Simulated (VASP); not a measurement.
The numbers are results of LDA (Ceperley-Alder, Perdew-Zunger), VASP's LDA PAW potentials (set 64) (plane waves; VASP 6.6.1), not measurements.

The input files of a VASP run:

File KPOINTS:
```
K-points
0
gamma
 12 12 1
0 0 0
```

### POSCAR
```
SnSe2 monolayer
1
    3.7723729194    -0.0000000000    -0.0000000000
   -1.8861864597     3.2669710110     0.0000000000
    0.0000000000    -0.0000000000    18.6044695563
Se Sn
2 1
Direct
  0.6666670000   0.3333330000   0.4151979616
  0.3333330000   0.6666670000   0.5848020384
  1.0000000000   0.0000000000   0.5000000000
```

### INCAR
```
LREAL  =  .FALSE.   # projection in real space or not
PREC  =  Normal
SYSTEM  =  SnSe2 monolayer
EDIFF  =  1E-6   # SCF stop (eV)
ALGO  =  Normal   # blocked Davidson
NELM  =  100
LVHAR  =  .TRUE.
SIGMA  =  0.05   # width (eV)
LWAVE  =  .FALSE.
ENCUT  =  400
LASPH  =  .TRUE.
LCHARG  =  .FALSE.
ISMEAR  =  0
LMAXMIX  =  4
LORBIT  =  11   # lm-projected
NELMIN  =  4
```

POTCAR, in this order: Se Sn_d (LDA.64 set). Program: vasp_std. Read from the step before: WAVECAR.

What VASP printed:

OUTCAR:
```
 ion  position               nearest neighbor table
   1  0.667  0.333  0.415-   3 2.69   3 2.69   3 2.69
   2  0.333  0.667  0.585-   3 2.69   3 2.69   3 2.69
   3  0.000  0.000  0.500-   1 2.69   2 2.69   1 2.69   2 2.69   1 2.69   2 2.69
  LATTYP: Found a hexagonal cell.
 ALAT       =     3.7723729194
 C/A-ratio  =     4.9317683998
 Subroutine PRICEL returns:
 Original cell was already a primitive cell.
 Subroutine GETGRP returns: Found 12 space group operations
The static configuration has the point symmetry D_3d.
The dynamic configuration has the point symmetry D_3d.
 Subroutine INISYM returns: Found 12 space group operations
 Subroutine IBZKPT returns following result:
 Found     19 irreducible k-points:

 Following reciprocal coordinates:
            Coordinates               Weight
  0.000000  0.000000  0.000000      1.000000
  0.083333  0.000000  0.000000      6.000000
  0.166667  0.000000  0.000000      6.000000
  0.250000  0.000000  0.000000      6.000000
  0.333333  0.000000  0.000000      6.000000
  0.416667  0.000000  0.000000      6.000000
  0.500000  0.000000  0.000000      3.000000
  0.083333  0.083333  0.000000      6.000000
  0.166667  0.083333  0.000000     12.000000
  0.250000  0.083333  0.000000     12.000000
  0.333333  0.083333  0.000000     12.000000
  0.416667  0.083333  0.000000     12.000000
  0.166667  0.166667  0.000000      6.000000
  0.250000  0.166667  0.000000     12.000000
  0.333333  0.166667  0.000000     12.000000
  0.416667  0.166667  0.000000      6.000000
  0.250000  0.250000  0.000000      6.000000
  0.333333  0.250000  0.000000     12.000000
  0.333333  0.333333  0.000000      2.000000
   k-points           NKPTS =     19   k-points in BZ     NKDIM =     19   number of bands    NBANDS=     17
   number of dos      NEDOS =    301   number of ions     NIONS =      3
   total plane-waves  NPLWV =  31104
   dimension x,y,z NGX =    18 NGY =   18 NGZ =   96
   dimension x,y,z NGXF=    36 NGYF=   36 NGZF=  192
   ions per type =               2   1
   PREC   = normal    normal or accurate (medium, high low for compatibility)
   ISTART =      1    job   : 0-new  1-cont  2-samecut
   ICHARG =      0    charge: 1-file 2-atom 10-const
   ISPIN  =      1    spin polarized calculation?
   LNONCOLLINEAR =      F non collinear calculations
   LSORBIT =      F    spin-orbit coupling
   INIWAV =      1    electr: 0-lowe 1-rand  2-diag
   ENCUT  =  400.0 eV  29.40 Ry    5.42 a.u.   6.15  6.15 30.34*2*pi/ulx,y,z
   NELM   =    100;   NELMIN=  4; NELMDL=  0     # of ELM steps
   EDIFF  = 0.1E-05   stopping-criterion for ELM
   LREAL  =      F    real-space projection
   NLSPLINE    = F    spline interpolate recip. space projectors
   LMAXMIX     =    4 max onsite mixed and CHGCAR
   VOSKOWN=      0    Vosko Wilk Nusair interpolation
   EDIFFG = 0.1E-04   stopping-criterion for IOM
   NSW    =      0    number of steps for IOM
   NBLOCK =      1;   KBLOCK =      1    inner block; outer block
   IBRION =     -1    ionic relax: 0-MD 1-quasi-New 2-CG
   NFREE  =      0    steps in history (QN), initial steepest desc. (CG)
   ISIF   =      2    stress and relaxation
   ISYM   =      2    0-nonsym 1-usesym 2-fastsym
   TEIN   =    0.0    initial temperature
   TEBEG  =    0.0;   TEEND  =   0.0 temperature during run
   SMASS  =  -3.00    Nose mass-parameter (am)
   PSTRESS=    0.0 pullay stress
   NELECT =      26.0000    total number of electrons
   EFERMI =   0.00;   METHOD = LEGACY
   ISMEAR =     0;   SIGMA  =   0.05  broadening in eV -4-tet -1-fermi 0-gaus
   IALGO  =     38    algorithm
   LDIAG  =      T    sub-space diagonalisation (order eigenvalues)
   IMIX   =      4    mixing-type and parameters
     AMIX     =   0.40;   BMIX     =  1.00
...
```

OSZICAR:
```
       N       E                     dE             d eps       ncg     rms          rms(c)
DAV:   1    -0.136293121940E+02   -0.13629E+02   -0.35345E-03   665   0.105E+00    0.270E-03
DAV:   2    -0.136293113462E+02    0.84780E-06   -0.43952E-07   704   0.864E-03    0.152E-03
DAV:   3    -0.136293123464E+02   -0.10001E-05   -0.96131E-08   473   0.395E-03    0.336E-04
DAV:   4    -0.136293124008E+02   -0.54430E-07   -0.36203E-08   343   0.221E-03
   1 F= -.13629312E+02 E0= -.13629312E+02  d E =-.653320E-18
```

File OUTCAR:
```
------------------------ aborting loop because EDIFF is reached ----------------------------------------
  FORCE on cell =-STRESS in cart. coord.  units (eV):
  Direction    XX          YY          ZZ          XY          YZ          ZX
  --------------------------------------------------------------------------------------
  Total        0.0065762      0.0065762      0.0630924      0.0000000      0.0000000     -0.0000000
  in kB        0.0459522      0.0459523      0.4408702      0.0000000      0.0000000     -0.0000000
  external PRESSURE =       0.1775916 kB  Pullay stress =       0.0000000 kB
  volume of cell :      229.29
      direct lattice vectors                 reciprocal lattice vectors
     3.772372919  0.000000000  0.000000000     0.265085139  0.153046966  0.000000000
    -1.886186460  3.266971011  0.000000000     0.000000000  0.306093931  0.000000000
     0.000000000  0.000000000 18.604469556     0.000000000  0.000000000  0.053750525
 POSITION                                       TOTAL-FORCE (eV/Angst)
 -----------------------------------------------------------------------------------
      1.88619      1.08899      7.72454         0.000000      0.000000     -0.028501
     -0.00000      2.17798     10.87993        -0.000000     -0.000000      0.028501
      0.00000      0.00000      9.30223        -0.000000      0.000000      0.000000
 -----------------------------------------------------------------------------------
    total drift:                               -0.000000      0.000000      0.000000
  FREE ENERGIE OF THE ION-ELECTRON SYSTEM (eV)
  ---------------------------------------------------
  free  energy   TOTEN  =       -13.6293124008 eV

  energy  without entropy=      -13.6293124008  energy(sigma->0) =      -13.62931240

 total charge

# of ion       s       p       d       tot
------------------------------------------
    1        1.488   2.317   0.028   3.832
    2        1.488   2.317   0.028   3.832
    3        1.070   1.070  10.110  12.250
--------------------------------------------------
tot          4.045   5.704  10.165  19.914
```
(Selected blocks of OUTCAR.)

The cell is a sheet with vacuum, built from SnSe2 (1T layered).
